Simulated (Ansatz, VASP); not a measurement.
**TaBe4Ru in VASP and in Ansatz**

```
Ta Be Ru
1.0
     0.00000    3.27295    3.27295
     3.27295    0.00000    3.27295
     3.27295    3.27295    0.00000
Ta Be Ru
1 4 1
Direct
  0.50000 0.50000 0.50000
  0.65352 0.65352 0.65352
  0.65352 0.65352 0.03943
  0.65352 0.03943 0.65352
  0.03943 0.65352 0.65352
  0.00000 0.00000 0.00000
```

Alike in both runs: task single point; functional PBE; k mesh 4 × 4 × 4; occupations gaussian, width 0.1 eV; no spin polarisation.

|  | VASP | Ansatz |
| --- | --- | --- |
| version | VASP 6.6.1 | Ansatz 0.2.0 |
| potentials or method | VASP PAW PBE potentials, release 64 (Ta_pv, Be, Ru_pv) | scalar-relativistic, plane waves, PAW |
| plane-wave cutoff (eV) | 520 | 420 |
| valence electrons in the cell | 33 | 37 |

Ansatz gave:

```
gap on the k mesh at the Fermi level (eV) : none
rms of the force components (eV/Å)        : 3.119
```

Question: Which values does VASP return?

Answer: gap on the k mesh at the Fermi level (eV): none; rms of the force components (eV/Å): 3.138.

Atom by atom the forces differ by 0.019 eV/Å (rms over components). A gap of «none» marks a metal or a gap that the smearing closes. The two sets of potentials don't hold the same shells in valence.

Caveats: the k mesh is coarse (spacing up to 0.42 Å⁻¹), so the values aren't converged; forces of over 1 eV/Å show positions far from the minimum, so gaps and moduli don't describe the material at rest. Spin-orbit coupling is left out, which matters for the levels of Ta.
